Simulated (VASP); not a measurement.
# Mg2ZnTeS2: single point with PBE

Crystal: Mg2ZnTeS2.

```
CELL_PARAMETERS angstrom
-2.08583 6.15580 2.94486
2.08583 -6.15580 2.94486
4.17166 12.31160 -5.88972
ATOMIC_POSITIONS crystal
Mg 0.34335 0.02457 0.15939
Mg 0.34335 0.02457 0.65939
Mg 0.70578 0.02457 0.34061
Mg 0.70578 0.02457 0.84061
Zn 0.96111 0.96111 0.00000
Zn 0.96111 0.96111 0.50000
Te 0.23572 0.73572 0.25000
Te 0.23572 0.73572 0.75000
S 0.91798 0.75215 0.08291
S 0.91798 0.75215 0.58291
S 0.58632 0.75215 0.41709
S 0.58632 0.75215 0.91709
```

The cell was built by a generator and needn't be a form met in nature.

```yaml
Program: VASP 6.6.1
Task: single point
Functional: PBE
Potentials_or_basis: VASP PAW PBE potentials, release 64 (Mg, Zn, Te, S)
Cutoff: 520 eV
k_mesh: 5 × 5 × 5
Occupations: gaussian, width 0.05 eV
Spin: no spin polarisation
Further_INCAR_settings: PREC = Normal; LREAL = Auto; ALGO = Fast; EDIFF = 1e-05
```

```yaml
Pressure: 0.0 GPa
Largest_force: 0.004 eV/Å
Band_gap_on_the_k_mesh: 1.85 eV
```

Forces in eV/Å, atoms in the order of the input:
```
Mg   0.000  0.003 -0.002
Mg   0.000  0.003 -0.002
Mg   0.000 -0.003 -0.002
Mg   0.000 -0.003 -0.002
Zn   0.000  0.000 -0.001
Zn   0.000  0.000 -0.001
Te   0.000  0.000  0.004
Te   0.000  0.000  0.004
S    0.000 -0.001  0.001
S    0.000 -0.001  0.001
S    0.000  0.001  0.001
S    0.000  0.001  0.001
```

Levels at points of the mesh, in eV from the valence-band top:
| k point | band 30 | band 31 | band 32 | band 33 | band 34 | band 35 | band 36 | band 37 | band 38 | band 39 |
| --- | --- | --- | --- | --- | --- | --- | --- | --- | --- | --- |
| (0.00, 0.00, 0.00) | -1.67 | -1.08 | -0.70 | -0.57 | -0.09 | 1.85 | 2.58 | 3.25 | 3.67 | 3.82 |

It took 9.4 min on 1 thread of Intel(R) Xeon(R) Platinum 8488C (Sapphire Rapids), on a shared host, peak memory 0.54 GiB.

Caveat: spin-orbit coupling is left out, which moves the levels of the heavy elements; an odd mesh through Γ misses points on the zone boundary, where band edges often lie.
